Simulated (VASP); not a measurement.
Input for VASP

INCAR:
```
ALGO=Normal
EDIFF=1E-7
ENCUT=480
ISIF=2
ISMEAR=0
LASPH=T
LCHARG=F
LMAXMIX=4
LMIXTAU=T
LREAL=F
LWAVE=F
METAGGA=R2SCAN
NELM=100
PREC=Accurate
SIGMA=0.05
SYSTEM=CdSe
```

POSCAR:
```
CdSe
1
    0.0000000000     3.0170251858     3.0629697318
    3.0629697318     0.0000000000     3.0629697318
    3.0629697318     3.0170251858     0.0000000000
Cd Se
1 1
Direct
  0.0000000000   0.0000000000   0.0000000000
  0.2500000000   0.2500000000   0.2500000000
```

KPOINTS:
```
Regular mesh
0
G
  8 8 8
```

POTCAR, in this order: Cd Se (PBE.64 set). Program: vasp_std.

Question: Write an equivalent input for Ansatz.

Answer: One equivalent input (not run):
Ansatz 0.2 input:
```yaml
crystal:
  lattice:
    - [0.0000000, 3.0170252, 3.0629697]
    - [3.0629697, 0.0000000, 3.0629697]
    - [3.0629697, 3.0170252, 0.0000000]
  atoms:
    - { symbol: Cd, position: [0.0000000, 0.0000000, 0.0000000] }
    - { symbol: Se, position: [0.2500000, 0.2500000, 0.2500000] }
kpoints:
  mp_grid: { grid: [8, 8, 8] }
hamiltonian:
  xc: r2scan
  pseudopotentials: { kind: paw }
scf:
  occupations: { method: gaussian, width: 0.05 }
  max_iter: 100
output: { forces: true, stress: true, eigenvalues: true }
```
The two are equivalent in intent, not identical: each code has its own PAW files, so the cut-off isn't converted (ENCUT is set for VASP's; basis.ecutwfc is left out, and Ansatz then takes the one that its files recommend); Ansatz stops its SCF on the density residual and VASP on the energy change (EDIFF).

The compound is CdSe in the zinc blende structure, whereas wurtzite is the usual form. This cell was strained or had an atom moved on purpose.
